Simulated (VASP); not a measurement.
Here is the system:

```
GdOs2Si2
1.0
   -2.09087     2.09087     4.83006
    2.09087    -2.09087     4.83006
    2.09087     2.09087    -4.83006
Gd Si Os
1 2 2
Direct
  0.00000   0.00000   0.00000
  0.63107   0.63107   0.00000
  0.36893   0.36893   0.00000
  0.75000   0.25000   0.50000
  0.25000   0.75000   0.50000
```

Method: PBEsol GGA, VASP's PBE PAW potentials (set 64) (plane waves; VASP). Numerical set-up: 300 eV cut-off, 5×5×5 Γ-centred mesh, Gaussian smearing of 0.27 eV, potentials Gd Si Os.

The run has a spin-polarised start.

Task: Give the spin-up energies of bands 15 to 28 at the high-symmetry points, in eV from the Fermi level.

Result: 
| band | Γ | X | P | N | M | S | R |
|---|---|---|---|---|---|---|---|
| 15 | -4.20 | -4.19 | -4.21 | -4.13 | -4.23 | -4.23 | -4.18 |
| 16 | -3.90 | -3.46 | -3.44 | -4.09 | -4.23 | -3.97 | -3.80 |
| 17 | -3.90 | -3.11 | -2.95 | -3.41 | -3.94 | -3.76 | -3.11 |
| 18 | -2.14 | -2.63 | -2.95 | -3.37 | -2.92 | -3.56 | -2.66 |
| 19 | -1.90 | -2.63 | -2.50 | -3.27 | -2.75 | -3.04 | -2.58 |
| 20 | -1.90 | -2.52 | -2.32 | -2.59 | -2.34 | -2.66 | -2.54 |
| 21 | -0.93 | -2.23 | -2.32 | -2.06 | -2.34 | -1.97 | -2.48 |
| 22 | -0.75 | -2.20 | -2.23 | -2.01 | 0.26 | -1.62 | -2.21 |
| 23 | -0.52 | -0.81 | -0.81 | -1.76 | 0.60 | -1.48 | -1.39 |
| 24 | -0.52 | -0.73 | -0.81 | -0.78 | 0.60 | -1.47 | -0.54 |
| 25 | -0.46 | -0.53 | -0.49 | -0.38 | 0.91 | 0.92 | -0.39 |
| 26 | 0.29 | -0.34 | -0.39 | 0.93 | 2.21 | 1.26 | 0.48 |
| 27 | 2.21 | 2.35 | 2.43 | 3.00 | 2.38 | 2.12 | 2.37 |
| 28 | 3.01 | 2.48 | 2.43 | 3.05 | 2.94 | 3.30 | 2.42 |

Task: Give the spin-down energies of bands 15 to 28 at the high-symmetry points, in eV from the Fermi level.

Result: 
| band | Γ | X | P | N | M | S | R |
|---|---|---|---|---|---|---|---|
| 15 | -0.68 | -2.10 | -2.10 | -2.00 | 0.26 | -1.54 | -2.15 |
| 16 | -0.32 | -0.55 | -0.56 | -1.78 | 0.33 | -1.54 | -1.27 |
| 17 | -0.32 | -0.51 | -0.56 | -0.98 | 0.33 | -1.46 | -0.53 |
| 18 | -0.06 | -0.50 | -0.49 | -0.16 | 0.86 | 0.34 | -0.27 |
| 19 | 0.38 | -0.45 | -0.46 | 0.76 | 0.93 | 0.79 | 0.41 |
| 20 | 0.73 | 0.88 | 0.90 | 0.92 | 0.93 | 0.93 | 0.89 |
| 21 | 0.73 | 0.89 | 0.90 | 0.96 | 1.00 | 0.96 | 0.89 |
| 22 | 0.93 | 0.94 | 0.94 | 0.99 | 1.09 | 0.99 | 0.95 |
| 23 | 1.03 | 0.94 | 0.94 | 1.01 | 1.19 | 1.01 | 0.95 |
| 24 | 1.04 | 0.96 | 0.96 | 1.06 | 1.35 | 1.03 | 0.98 |
| 25 | 1.04 | 1.02 | 1.01 | 1.16 | 1.35 | 1.59 | 1.02 |
| 26 | 1.20 | 1.08 | 1.07 | 1.24 | 2.21 | 1.66 | 1.22 |
| 27 | 2.21 | 2.37 | 2.45 | 3.39 | 3.10 | 2.54 | 2.38 |
| 28 | 3.83 | 2.50 | 2.45 | 3.46 | 3.20 | 3.84 | 2.49 |

It has no gap at this level: it comes out as a metal or semimetal.

The structure comes from a computed database's GdOs2Si2 entry (I4/mmm); how it stands against other phases isn't given here. The cell was not relaxed at this level. The k-mesh is coarse (spacing up to 0.42 per Å, 2π included), so the numbers may not be converged in it.
